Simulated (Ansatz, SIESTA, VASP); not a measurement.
## ScGe2 (Cmcm, 6 atoms in the cell) computed with different codes at matched settings

Self-consistent single point.

```xyz
6
Lattice="1.9289 -7.5461 0.0000 1.9289 7.5461 0.0000 0.0000 0.0000 3.7918" Properties=species:S:1:pos:R:3 pbc="T T T"
Sc     1.9289    -5.9894     2.8439
Sc     1.9289     5.9894     0.9480
Ge     1.9289    -0.8367     2.8439
Ge     1.9289     0.8367     0.9480
Ge     1.9289     3.7411     2.8439
Ge     1.9289    -3.7411     0.9480
```

Shared settings, as Ansatz (an electronic-structure program) writes them: kpoints.mp_grid.grid = 7 7 7; scf.occupations.method = gaussian; scf.occupations.width = 0.136 eV. Potentials and cutoffs stand in the table.

| code | model | pressure (GPa) | largest force (eV/Å) | cutoff |
|---|---|---|---|---|
| VASP | LDA (PZ), VASP's LDA PAW potentials (set 64) | -6.18 | 0.165 | 300 eV |
| Ansatz | LDA (PW92), PAW files made with PBE | -5.06 | 0.158 | 420 eV |
| SIESTA | LDA PW92, numerical atomic orbitals DZP, PseudoDojo LDA standard norm-conserving potentials (rewritten from UPF to PSML) | -4.09 | 0.621 | grid 350 Ry |

Size of the force on each atom (eV/Å): Sizes of forces hide their directions.

```json
[
 {"code": "VASP", "Sc1": "0.051", "Sc2": "0.051", "Ge3": "0.165", "Ge4": "0.165", "Ge5": "0.019", "Ge6": "0.019"},
 {"code": "Ansatz", "Sc1": "0.053", "Sc2": "0.053", "Ge3": "0.158", "Ge4": "0.158", "Ge5": "0.018", "Ge6": "0.018"},
 {"code": "SIESTA", "Sc1": "0.026", "Sc2": "0.026", "Ge3": "0.621", "Ge4": "0.621", "Ge5": "0.008", "Ge6": "0.008"}
]
```

The spread over the programs that give each value: pressure within 2.09 GPa; largest force within 0.463 eV/Å.

SIESTA uses small atom-centred bases, whose incompleteness enters pressures, forces and empty levels differently from a plane-wave cutoff. Ansatz's pressure is given at a fixed set of plane waves, as the other plane-wave codes print theirs. The same LDA comes in different parametrisations, which differ slightly. In the pressure, SIESTA (by 1.52) lies more than 1 GPa from the median of the plane-wave programs. In the force vectors, SIESTA (by 0.460) lies more than 0.08 eV/Å from the median of the plane-wave programs.

On the base mesh (4 4 4) the same programs gave: Ansatz pressure -4.86 GPa; SIESTA pressure -3.95 GPa; VASP pressure -6.00 GPa.

VASP's run is marked for a possible Pulay error in its stress at this cutoff; no cutoff test was made.

The starting cell comes from a database of computed structures (which also holds hypothetical and non-ambient phases and stackings), without a prior relaxation at this level.

Left out of this page: CP2K (on another mesh); Elk (not drawn, or without a comparable value).

Keys are those of Ansatz 0.2.
